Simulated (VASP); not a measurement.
Given:

```
CELL_PARAMETERS angstrom
      1.57080    -2.72071     0.00000
      1.57080     2.72071     0.00000
      0.00000     0.00000     5.15100
ATOMIC_POSITIONS crystal
  Si 0.66667 0.33333 0.50000
  Si 0.33333 0.66667 0.00000
  C  0.66667 0.33333 0.87500
  C  0.33333 0.66667 0.37500
```

All values below come from PBE GGA, VASP's PBE PAW potentials (set 64) (plane waves; VASP 6.6.1). Numerical set-up: 520 eV cut-off, 7×7×4 Γ-centred mesh, tetrahedra with Blöchl corrections, potentials Si C.

Task: Estimate the energy per atom (σ→0), pressure.

Result: 
| Property | Value |
|---|---|
| energy per atom (σ→0) | -7.512 eV/atom |
| pressure | -9.15 GPa |

The compound is SiC in the wurtzite structure, the rare 2H polytype. The cell was not relaxed at this level. The run is one of a series of settings (ISMEAR = -5, SIGMA removed against the base run), some of them coarse on purpose.
